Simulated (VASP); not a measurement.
Method: PBE GGA with D3 dispersion (Becke-Johnson damping), VASP's PBE PAW potentials (set 64) (plane waves; VASP 6.6.1).

The input files of a VASP run:

### INCAR
```
SYSTEM = GaN
PREC = Accurate; ENCUT = 520; LREAL = .FALSE.
LASPH = .TRUE.
EDIFF = 1E-7; NELM = 100; ALGO = Normal
LMAXMIX = 4
ISMEAR = -5
GGA = PE; IVDW = 12
ISIF = 2
LWAVE = .FALSE.; LCHARG = .TRUE.; LORBIT = 11
NEDOS = 601
```

File KPOINTS:
```
Automatic
0
Gamma
 11 11 11
```

**POSCAR**
```
GaN
3.1949040
  0.0000000000   0.7071066734   0.7071066734
  0.7071066734   0.0000000000   0.7071066734
  0.7071066734   0.7071066734   0.0000000000
Ga N
1 1
Cartesian
  0.0000000000   0.0000000000   0.0000000000
  0.3535533367   0.3535533367   0.3535533367
```

POTCAR, in this order: Ga_d N (PBE.64 set). Program: vasp_std.

### Question
Predict the energy per atom (σ→0), dispersion energy, band gap (on the k-mesh).

### Answer

```yaml
energy per atom (σ→0): -6.326 eV/atom
dispersion_energy: -0.504 eV
band gap (on the k-mesh): 1.68 eV
```

File OSZICAR:
```
...
DAV:   8    -0.121531196579E+02    0.37238E-02   -0.71060E-02  1654   0.441E+00    0.815E-01
DAV:   9    -0.121477603709E+02    0.53593E-02   -0.22168E-02  2196   0.375E+00    0.194E-01
DAV:  10    -0.121481050886E+02   -0.34472E-03   -0.19156E-03  1683   0.724E-01    0.810E-02
DAV:  11    -0.121480162493E+02    0.88839E-04   -0.36913E-04  2159   0.360E-01    0.129E-02
DAV:  12    -0.121480223555E+02   -0.61062E-05   -0.33190E-05  1601   0.779E-02    0.926E-03
DAV:  13    -0.121480221359E+02    0.21962E-06   -0.17990E-06  1684   0.128E-02    0.253E-03
DAV:  14    -0.121480220843E+02    0.51592E-07   -0.11360E-07  1141   0.329E-03
   1 F= -.12652295E+02 E0= -.12652295E+02  d E =0.000000E+00
```

The compound is GaN in the zinc blende structure, a metastable form; wurtzite is the usual one. It was relaxed first.
